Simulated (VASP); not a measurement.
```
CELL_PARAMETERS angstrom
      2.52276     0.00000     0.00000
      0.00000     3.56772     0.00000
      0.00000     0.00000    24.91534
ATOMIC_POSITIONS crystal
  Cu 0.00000 0.00000 0.32281
  Cu 0.50000 0.50000 0.37343
  Cu 0.00000 0.00000 0.42406
  Cu 0.50000 0.50000 0.47469
  Cu 0.00000 0.00000 0.52531
  Cu 0.50000 0.50000 0.57594
  Cu 0.00000 0.00000 0.62657
  Cu 0.50000 0.50000 0.67719
```

The numbers are results of PBEsol GGA, VASP's PBE PAW potentials (set 64) (plane waves; VASP 6.6.1), not measurements. Settings: PREC = Normal, EDIFF = 1E-5, 400 eV cut-off, 11×8×1 Γ-centred mesh, first-order Methfessel-Paxton smearing of 0.10 eV, potentials Cu.

Question: The ions are relaxed. What does this cell relax into?

Answer: 
```
CELL_PARAMETERS angstrom
      2.52276     0.00000     0.00000
      0.00000     3.56772     0.00000
      0.00000     0.00000    24.91534
ATOMIC_POSITIONS crystal
  Cu 0.00000 0.00000 0.32581
  Cu 0.50000 0.50000 0.37154
  Cu 0.00000 0.00000 0.42450
  Cu 0.50000 0.50000 0.47418
  Cu 0.00000 0.00000 0.52582
  Cu 0.50000 0.50000 0.57550
  Cu 0.00000 0.00000 0.62846
  Cu 0.50000 0.50000 0.67419
```

Question: How much energy does the relaxation gain?

Answer: The energy (σ→0) changes by -6.9 meV/atom, in 8 ionic steps.

```json
[
 {"step": "1", "E(σ→0) (eV)": "-32.2961", "max force (eV/Å)": "0.439", "pressure (GPa)": "-1.86", "volume (Å³)": "224.25"},
 {"step": "2", "E(σ→0) (eV)": "-32.3251", "max force (eV/Å)": "0.319", "pressure (GPa)": "-2.06", "volume (Å³)": "224.25"},
 {"step": "3", "E(σ→0) (eV)": "-32.3484", "max force (eV/Å)": "0.077", "pressure (GPa)": "-1.80", "volume (Å³)": "224.25"},
 {"step": "4", "E(σ→0) (eV)": "-32.3489", "max force (eV/Å)": "0.056", "pressure (GPa)": "-1.39", "volume (Å³)": "224.25"},
 {"step": "5", "E(σ→0) (eV)": "-32.3489", "max force (eV/Å)": "0.053", "pressure (GPa)": "-1.51", "volume (Å³)": "224.25"},
 {"step": "6", "E(σ→0) (eV)": "-32.3498", "max force (eV/Å)": "0.036", "pressure (GPa)": "-1.37", "volume (Å³)": "224.25"},
 {"step": "7", "E(σ→0) (eV)": "-32.3504", "max force (eV/Å)": "0.041", "pressure (GPa)": "-1.37", "volume (Å³)": "224.25"},
 {"step": "8", "E(σ→0) (eV)": "-32.3510", "max force (eV/Å)": "0.025", "pressure (GPa)": "-1.35", "volume (Å³)": "224.25"}
]
```

The cell is a thin slab with vacuum, built from Cu (fcc): (110) face.
